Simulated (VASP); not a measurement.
# WF3 (Pm-3m) in VASP: a series of runs

One crystal, WF3, is run at these levels: PBE; tasks: relaxation of cell and atoms.

All numbers are computed with VASP 6.6.1; they aren't measurements. Logs are shortened: lines on timing, memory, paths and dates and some standing lists are left out, and cuts for length are marked.

### Step 1. The structure

Symmetry: Pm-3m, No. 221, cubic system. The conventional cell has a = 3.626 Å, b = 3.626 Å, c = 3.626 Å, α = 90.00°, β = 90.00°, γ = 90.00°. W (site symmetry m-3m) is surrounded by 6 F at 1.81 Å. F (site symmetry 4/mmm) is surrounded by 2 W at 1.81 Å.

The cell was built by a generator and needn't be a form met in nature.

### Step 2. Relaxation of cell and atoms, PBE

Contents of INCAR:

```
SYSTEM = WF3
PREC = Accurate ; ENCUT = 600
EDIFF = 1E-6 ; ISMEAR = 0
SIGMA = 0.03 ; LREAL = .False.
LASPH = .True. ; NELM = 80
ALGO = Normal ; ISIF = 3
LWAVE = .False. ; LCHARG = .False.
GGA = PE ; IBRION = 2
NSW = 90 ; EDIFFG = -0.01
```

Contents of KPOINTS:

```
Automatic mesh
0
Gamma
  8 8 8
  0 0 0
```

Contents of POSCAR:

```
WF3
1.0
    3.6264041100      0.0000000000      0.0000000000
    0.0000000000      3.6264041100      0.0000000000
    0.0000000000      0.0000000000      3.6264041100
W F
1 3
Direct
    0.0000000000      0.0000000000      0.0000000000
    0.0000000000      0.0000000000      0.5000000000
    0.0000000000      0.5000000000      0.0000000000
    0.5000000000      0.0000000000      0.0000000000
```

Potentials or basis: VASP PAW PBE potentials, release 64 (W_sv, F).

Started as:

```
cat potpaw_PBE.64/W_sv/POTCAR potpaw_PBE.64/F/POTCAR > POTCAR
mpirun -np 1 vasp_std > vasp.out
```

OUTCAR:

```text
SYSTEM = WF3
   PREC = Accurate
   ENCUT = 600
   EDIFF = 1E-6
   ISMEAR = 0
   LREAL = .False.
   LASPH = .True.
   NELM = 80
   ISIF = 3
   GGA = PE
   IBRION = 2
   NSW = 90
   EDIFFG = -0.01

 ion  position               nearest neighbor table
   1  0.000  0.000  0.000-   2 1.81   3 1.81   4 1.81   2 1.81   3 1.81   4 1.81
   2  0.000  0.000  0.500-   1 1.81   1 1.81
   3  0.000  0.500  0.000-   1 1.81   1 1.81
   4  0.500  0.000  0.000-   1 1.81   1 1.81

  LATTYP: Found a simple cubic cell.
 ALAT       =     3.6264041100

  Lattice vectors:

 A1 = (   3.6264041100,   0.0000000000,   0.0000000000)
 A2 = (   0.0000000000,   3.6264041100,   0.0000000000)
 A3 = (   0.0000000000,   0.0000000000,   3.6264041100)

Analysis of symmetry for initial positions (statically):
=====================================================================
 Subroutine PRICEL returns:
 Original cell was already a primitive cell.

 Routine SETGRP: Setting up the symmetry group for a
 simple cubic supercell.

 Subroutine GETGRP returns: Found 48 space group operations
 (whereof 48 operations were pure point group operations)
 out of a pool of 48 trial point group operations.

The static configuration has the point symmetry O_h .

Analysis of symmetry for dynamics (positions and initial velocities):
=====================================================================
 Subroutine PRICEL returns:
 Original cell was already a primitive cell.

 Routine SETGRP: Setting up the symmetry group for a
 simple cubic supercell.

 Subroutine GETGRP returns: Found 48 space group operations
 (whereof 48 operations were pure point group operations)
 out of a pool of 48 trial point group operations.

The dynamic configuration has the point symmetry O_h .

 Subroutine INISYM returns: Found 48 space group operations
 (whereof 48 operations are pure point group operations),
 and found     1 'primitive' translations

----------------------------------------------------------------------------------------

                                     Primitive cell

  volume of cell :      47.6901

  direct lattice vectors                    reciprocal lattice vectors
     3.626404110  0.000000000  0.000000000     0.275755258  0.000000000  0.000000000
     0.000000000  3.626404110  0.000000000     0.000000000  0.275755258  0.000000000
     0.000000000  0.000000000  3.626404110     0.000000000  0.000000000  0.275755258

  length of vectors
     3.626404110  3.626404110  3.626404110     0.275755258  0.275755258  0.275755258

  position of ions in fractional coordinates (direct lattice)
     0.000000000  0.000000000  0.000000000
     0.000000000  0.000000000  0.500000000
[... 42 lines left out ...]
  0.500000  0.000000  0.000000      3.000000
  0.125000  0.125000  0.000000     12.000000
[... 16 lines left out ...]
  0.375000  0.375000  0.125000     24.000000
  0.500000  0.375000  0.125000     24.000000
 [... further k-points ...]
   k-points           NKPTS =     35   k-points in BZ     NKDIM =     35   number of bands    NBANDS=     21
   number of dos      NEDOS =    301   number of ions     NIONS =      4
   total plane-waves  NPLWV =  27000
   dimension x,y,z NGX =    30 NGY =   30 NGZ =   30
   dimension x,y,z NGXF=    60 NGYF=   60 NGZF=   60
   ions per type =               1   3
   NGX,Y,Z   is equivalent  to a cutoff of  13.75, 13.75, 13.75 a.u.
   NGXF,Y,Z  is equivalent  to a cutoff of  27.51, 27.51, 27.51 a.u.
 SYSTEM =  WF3
   PREC   = accura    normal or accurate (medium, high low for compatibility)
   ISTART =      0    job   : 0-new  1-cont  2-samecut
   ICHARG =      2    charge: 1-file 2-atom 10-const
   ISPIN  =      1    spin polarized calculation?
   LNONCOLLINEAR =      F non collinear calculations
   LSORBIT =      F    spin-orbit coupling
   LASPH  =      T    aspherical Exc in radial PAW
   ENCUT  =  600.0 eV  44.10 Ry    6.64 a.u.   7.24  7.24  7.24*2*pi/ulx,y,z
   NELM   =     80;   NELMIN=  2; NELMDL= -5     # of ELM steps
   EDIFF  = 0.1E-05   stopping-criterion for ELM
   LREAL  =      F    real-space projection
   EDIFFG = -.1E-01   stopping-criterion for IOM
   NSW    =     90    number of steps for IOM
   IBRION =      2    ionic relax: 0-MD 1-quasi-New 2-CG
   NFREE  =      1    steps in history (QN), initial steepest desc. (CG)
   ISIF   =      3    stress and relaxation
   ISYM   =      2    0-nonsym 1-usesym 2-fastsym
   POTIM  = 0.5000    time-step for ionic-motion
   TEBEG  =    0.0;   TEEND  =   0.0 temperature during run
   PSTRESS=    0.0 pullay stress
   NELECT =      35.0000    total number of electrons
   NUPDOWN=      -1.0000    fix difference up-down
   EMIN   =  10.00;   EMAX   =-10.00  energy-range for DOS
   EFERMI =   0.00;   METHOD = LEGACY
   ISMEAR =     0;   SIGMA  =   0.03  broadening in eV -4-tet -1-fermi 0-gaus
   EFERMI_NEDOS =   21; number of points for ismear=-14 and -15
   IALGO  =     38    algorithm
   IMIX   =      4    mixing-type and parameters
     AMIX     =   0.40;   BMIX     =  1.00
     AMIX_MAG =   1.60;   BMIX_MAG =  1.00
  volume/ion in A,a.u.               =      11.92        80.46
  Fermi-wavevector in a.u.,A,eV,Ry     =   1.476685  2.790531 29.668861  2.180600
  Thomas-Fermi vector in A             =   2.591182
   LORBIT       =      0    0 simple, 1 ext, 2 COOP (PROOUT), +10 PAW based schemes
   GGA     = PE    functional components
   LHFCALC =     F    Hartree Fock is set to
   AEXX    =    0.0000 exact exchange contribution
   IVDW    =     0    specifies the selected vdW correction
   LEPSILON=     F    determine dielectric tensor
   LRPA    =     F    only Hartree local field effects (RPA)
 conjugate gradient relaxation of ions
 non-spin polarized calculation
 Gauss-broadening in eV      SIGMA  =   0.03
  energy-cutoff  :      600.00
  volume of cell :       47.69
 maximum number of plane-waves:      1622
 NGX is ok and might be reduce to    30
   NGX = 15   NGY = 15   NGZ = 15

--------------------------------------- Ionic step        1  -------------------------------------------

 number of electron      34.9999950 magnetization

 Free energy of the ion-electron system (eV)
  ---------------------------------------------------
  ext. energy  EPLUGINS =         0.00000000
  ---------------------------------------------------
  free energy    TOTEN  =       -20.79656960 eV

  energy without entropy =      -20.79428973  energy(sigma->0) =      -20.79542967

 E-fermi :   8.2525     XC(G=0): -10.1709

 val. band max:        8.2171501907   @ k =   0.3750   0.1250   0.0000
 cond. band min:       8.2579235316   @ k =   0.3750   0.1250   0.1250
 fundamental gap:      0.0407733409
 Fermi energy:         8.2525201719
[... 1312 lines left out ...]
--------------------------------------- Ionic step        5  -------------------------------------------

 number of electron      34.9999966 magnetization

 Free energy of the ion-electron system (eV)
  ---------------------------------------------------
  ext. energy  EPLUGINS =         0.00000000
  ---------------------------------------------------
  free energy    TOTEN  =       -25.06641520 eV

  energy without entropy =      -25.06076301  energy(sigma->0) =      -25.06358911

 E-fermi :   3.5822     XC(G=0):  -8.5216

 val. band max:        3.5666503931   @ k =   0.3750   0.1250   0.0000
 cond. band min:       3.5828608802   @ k =   0.3750   0.1250   0.1250
 fundamental gap:      0.0162104871
 Fermi energy:         3.5821736408
[... 607 lines left out ...]
  FREE ENERGIE OF THE ION-ELECTRON SYSTEM (eV)
  ---------------------------------------------------
  free  energy   TOTEN  =       -25.0664152023 eV

  energy  without entropy=      -25.0607630099  energy(sigma->0) =      -25.06358911

 reached required accuracy - stopping structural energy minimisation
```

OSZICAR:

```text
N       E                     dE             d eps       ncg     rms          rms(c)
DAV:   1     0.395745571255E+03    0.39575E+03   -0.21793E+04  1470   0.195E+03
DAV:   2    -0.321544170031E+00   -0.39607E+03   -0.38857E+03  1873   0.534E+02
[... 50 lines left out ...]
DAV:   1    -0.252044897371E+02   -0.14868E+00   -0.33123E+00  1769   0.187E+01    0.356E+00
DAV:   2    -0.250820623707E+02    0.12243E+00   -0.43903E-01  1625   0.534E+00    0.983E-01
DAV:   3    -0.250677163982E+02    0.14346E-01   -0.29458E-02  1733   0.169E+00    0.280E-01
DAV:   4    -0.250664010413E+02    0.13154E-02   -0.51814E-03  1863   0.618E-01    0.149E-01
DAV:   5    -0.250664180285E+02   -0.16987E-04   -0.42972E-04  1580   0.208E-01    0.176E-02
DAV:   6    -0.250664154107E+02    0.26178E-05   -0.34189E-05  1821   0.559E-02    0.581E-03
DAV:   7    -0.250664152023E+02    0.20843E-06   -0.18781E-06  1300   0.146E-02
   5 F= -.25066415E+02 E0= -.25063589E+02  d E =-.426985E+01
```

CONTCAR:

```text
WF3
   1.00000000000000
     4.0745016092274771   -0.0000000000000000   -0.0000000000000000
    -0.0000000000000000    4.0745016092274771   -0.0000000000000000
     0.0000000000000000    0.0000000000000000    4.0745016092274771
  W               F
     1     3
Direct
     0.0000000000000000    0.0000000000000000    0.0000000000000000
     0.0000000000000000    0.0000000000000000    0.5000000000000000
     0.0000000000000000    0.5000000000000000    0.0000000000000000
     0.5000000000000000    0.0000000000000000    0.0000000000000000

  0.00000000E+00  0.00000000E+00  0.00000000E+00
  0.00000000E+00  0.00000000E+00  0.00000000E+00
  0.00000000E+00  0.00000000E+00  0.00000000E+00
  0.00000000E+00  0.00000000E+00  0.00000000E+00
```

It took 63 s on 1 thread of Intel Xeon 6975P-C (Granite Rapids), shared host; peak memory 0.19 GiB.

What came out:

* Free energy: -25.0664 eV
* Relaxed volume: 16.91 Å³/atom
* Relaxed cell: a = 4.075 Å, b = 4.075 Å, c = 4.075 Å, α = 90.00°, β = 90.00°, γ = 90.00°
* Space group after relaxing (to 0.05 Å): Pm-3m (No. 221)
* Energy gained by relaxing: 1067.5 meV/atom
* Ionic steps: 5
* Pressure after relaxing: 0.0 GPa
* Band gap on the k mesh: none (metal or under the smearing width)

The path:
```
step  energy change (eV)  largest force (eV/Å)  pressure (GPa)  volume (Å³)
   1              0.0000                0.0000           93.71        47.69
   2              2.1958                0.0000          -36.01       113.83
   3             -4.1887                0.0000           -6.44        71.53
   4             -4.2592                0.0000           -2.46        69.02
   5             -4.2698                0.0000            0.04        67.64
```

Final structure:
```
CELL_PARAMETERS angstrom
4.07450 0.00000 0.00000
0.00000 4.07450 0.00000
0.00000 0.00000 4.07450
ATOMIC_POSITIONS crystal
W 0.00000 0.00000 0.00000
F 0.00000 0.00000 0.50000
F 0.00000 0.50000 0.00000
F 0.50000 0.00000 0.00000
```

Levels at points of the mesh, in eV from the Fermi level:
| k point | band 14 | band 15 | band 16 | band 17 | band 18 | band 19 | band 20 | band 21 |
| --- | --- | --- | --- | --- | --- | --- | --- | --- |
| (0.00, 0.00, 0.00) | -7.33 | -7.33 | -7.33 | -1.22 | -1.22 | -1.22 | 0.66 | 1.32 |
| (0.50, 0.00, 0.00) | -7.43 | -7.37 | -7.37 | -1.18 | 0.03 | 0.03 | 1.37 | 2.01 |
| (0.50, 0.50, 0.00) | -7.66 | -7.66 | -6.79 | 0.08 | 0.08 | 0.99 | 1.91 | 5.41 |
| (0.50, 0.50, 0.50) | -6.78 | -6.78 | -6.78 | 1.05 | 1.05 | 1.05 | 5.44 | 5.44 |

Caveat: the volume moved by over 15 % at a fixed basis, so the end points are rough; an odd number of electrons without spin polarisation forces a metal; a magnetic or distorted state may lie lower. Spin-orbit coupling is left out, which matters for the levels of W.

### Step 3. Relaxation of cell and atoms, PBE

This run uses another cell than the first one, of 16.91 Å³/atom, 1.418 times its volume.

Contents of INCAR:

```
SYSTEM = WF3
PREC = Accurate ; ENCUT = 600
EDIFF = 1E-7 ; ISMEAR = 0
SIGMA = 0.03 ; LREAL = .False.
LASPH = .True. ; NELM = 80
ALGO = Normal ; ISIF = 3
LWAVE = .False. ; LCHARG = .False.
GGA = PE ; IBRION = 2
NSW = 90 ; EDIFFG = -0.005
```

KPOINTS is that of step 2.

Contents of POSCAR:

```
WF3                                     
1.0
    4.0745016092     -0.0000000000     -0.0000000000
   -0.0000000000      4.0745016092     -0.0000000000
    0.0000000000      0.0000000000      4.0745016092
  W               F             
     1     3
Direct
     0.0000000000000000    0.0000000000000000    0.0000000000000000
     0.0000000000000000    0.0000000000000000    0.5000000000000000
     0.0000000000000000    0.5000000000000000    0.0000000000000000
     0.5000000000000000    0.0000000000000000    0.0000000000000000
```

Potentials or basis: VASP PAW PBE potentials, release 64 (W_sv, F).

Started as:

```
cat potpaw_PBE.64/W_sv/POTCAR potpaw_PBE.64/F/POTCAR > POTCAR
mpirun -np 1 vasp_std > vasp.out
```

OUTCAR:

```text
SYSTEM = WF3
   PREC = Accurate
   ENCUT = 600
   EDIFF = 1E-7
   ISMEAR = 0
   LREAL = .False.
   LASPH = .True.
   NELM = 80
   ISIF = 3
   GGA = PE
   IBRION = 2
   NSW = 90
   EDIFFG = -0.005

 ion  position               nearest neighbor table
   1  0.000  0.000  0.000-   2 2.04   3 2.04   4 2.04   2 2.04   3 2.04   4 2.04
   2  0.000  0.000  0.500-   1 2.04   1 2.04
   3  0.000  0.500  0.000-   1 2.04   1 2.04
   4  0.500  0.000  0.000-   1 2.04   1 2.04

  LATTYP: Found a simple cubic cell.
 ALAT       =     4.0745016092

  Lattice vectors:

 A1 = (   4.0745016092,   0.0000000000,   0.0000000000)
 A2 = (   0.0000000000,   4.0745016092,   0.0000000000)
 A3 = (   0.0000000000,   0.0000000000,   4.0745016092)

Analysis of symmetry for initial positions (statically):
[... 263 lines left out ...]
  free energy    TOTEN  =       -25.13040964 eV

  energy without entropy =      -25.12467677  energy(sigma->0) =      -25.12754321

 E-fermi :   3.5041     XC(G=0):  -8.4936

 val. band max:        3.4888612093   @ k =   0.3750   0.1250   0.0000
 cond. band min:       3.5047313137   @ k =   0.3750   0.1250   0.1250
 fundamental gap:      0.0158701044
 Fermi energy:         3.5041345799

 k-point     1 :       0.0000    0.0000    0.0000
  band No.  band energies     occupation
      1     -72.1921      2.00000
      2     -36.4820      2.00000
      3     -36.4820      2.00000
      4     -36.4820      2.00000
      5     -23.4745      2.00000
      6     -23.1607      2.00000
[... 565 lines left out ...]
     20       5.8819      0.00000
     21       8.3342      0.00000

 [... further k-points ...]

------------------------ aborting loop because EDIFF is reached ----------------------------------------

  FORCE on cell =-STRESS in cart. coord.  units (eV):
  Direction    XX          YY          ZZ          XY          YZ          ZX
  --------------------------------------------------------------------------------------
  -------------------------------------------------------------------------------------
  Total       -0.0004895     -0.0004895     -0.0004895      0.0000000     -0.0000000      0.0000000
  in kB       -0.0115189     -0.0115189     -0.0115189      0.0000000     -0.0000000      0.0000000
  external PRESSURE =      -0.0115189 kB  Pullay stress =       0.0000000 kB
[... 19 lines left out ...]
  FREE ENERGIE OF THE ION-ELECTRON SYSTEM (eV)
  ---------------------------------------------------
  free  energy   TOTEN  =       -25.1304096381 eV

  energy  without entropy=      -25.1246767744  energy(sigma->0) =      -25.12754321

 reached required accuracy - stopping structural energy minimisation
```

OSZICAR:

```text
N       E                     dE             d eps       ncg     rms          rms(c)
DAV:   1     0.370800472969E+03    0.37080E+03   -0.20716E+04  1478   0.184E+03
DAV:   2    -0.387894097968E+01   -0.37468E+03   -0.36861E+03  1953   0.486E+02
DAV:   3    -0.269728037153E+02   -0.23094E+02   -0.22863E+02  1745   0.119E+02
[... 25 lines left out ...]
DAV:   3    -0.251304785022E+02    0.82057E-03   -0.17110E-03  1723   0.409E-01    0.695E-02
DAV:   4    -0.251304045257E+02    0.73976E-04   -0.31354E-04  1871   0.152E-01    0.342E-02
DAV:   5    -0.251304098846E+02   -0.53589E-05   -0.25843E-05  1565   0.525E-02    0.541E-03
DAV:   6    -0.251304095978E+02    0.28680E-06   -0.23697E-06  1821   0.149E-02    0.145E-03
DAV:   7    -0.251304096381E+02   -0.40268E-07   -0.10666E-07  1035   0.366E-03
   3 F= -.25130410E+02 E0= -.25127543E+02  d E =-.101681E-02
```

CONTCAR:

```text
WF3
   1.00000000000000
     4.0833270078982506    0.0000000000000000    0.0000000000000000
     0.0000000000000000    4.0833270078982506    0.0000000000000000
     0.0000000000000000    0.0000000000000000    4.0833270078982506
  W               F
     1     3
Direct
     0.0000000000000000    0.0000000000000000    0.0000000000000000
     0.0000000000000000    0.0000000000000000    0.5000000000000000
     0.0000000000000000    0.5000000000000000    0.0000000000000000
     0.5000000000000000    0.0000000000000000    0.0000000000000000

  0.00000000E+00  0.00000000E+00  0.00000000E+00
  0.00000000E+00  0.00000000E+00  0.00000000E+00
  0.00000000E+00  0.00000000E+00  0.00000000E+00
  0.00000000E+00  0.00000000E+00  0.00000000E+00
```

Run time: 47 s. Hardware: 1 thread of Intel Xeon 6975P-C (Granite Rapids), shared host; peak memory 0.24 GiB.

What came out:

| Quantity | Value |
| --- | --- |
| Free energy | -25.1304 eV |
| Relaxed volume | 17.02 Å³/atom |
| Relaxed cell | a = 4.083 Å, b = 4.083 Å, c = 4.083 Å, α = 90.00°, β = 90.00°, γ = 90.00° |
| Space group after relaxing (to 0.05 Å) | Pm-3m (No. 221) |
| Energy gained by relaxing | 0.3 meV/atom |
| Ionic steps | 3 |
| Pressure after relaxing | 0.0 GPa |
| Band gap on the k mesh | none (metal or under the smearing width) |

The path:
```
step  energy change (eV)  largest force (eV/Å)  pressure (GPa)  volume (Å³)
   1              0.0000                0.0000            0.74        67.64
   2             -0.0005                0.0000           -0.55        68.41
   3             -0.0010                0.0000            0.00        68.08
```

Final structure:
```
W F
1.0
     4.08333    0.00000    0.00000
     0.00000    4.08333    0.00000
     0.00000    0.00000    4.08333
W F
1 3
Direct
  0.00000 0.00000 0.00000
  0.00000 0.00000 0.50000
  0.00000 0.50000 0.00000
  0.50000 0.00000 0.00000
```

Levels at points of the mesh, in eV from the Fermi level:
| k point | band 14 | band 15 | band 16 | band 17 | band 18 | band 19 | band 20 | band 21 |
| --- | --- | --- | --- | --- | --- | --- | --- | --- |
| (0.00, 0.00, 0.00) | -7.28 | -7.28 | -7.28 | -1.21 | -1.21 | -1.21 | 0.67 | 1.30 |
| (0.50, 0.00, 0.00) | -7.38 | -7.32 | -7.32 | -1.16 | 0.03 | 0.03 | 1.34 | 1.99 |
| (0.50, 0.50, 0.00) | -7.60 | -7.60 | -6.74 | 0.08 | 0.08 | 0.97 | 1.88 | 5.35 |
| (0.50, 0.50, 0.50) | -6.74 | -6.74 | -6.74 | 1.04 | 1.04 | 1.04 | 5.37 | 5.37 |

Caveat: an odd number of electrons without spin polarisation forces a metal; a magnetic or distorted state may lie lower. Spin-orbit coupling is left out, which matters for the levels of W.
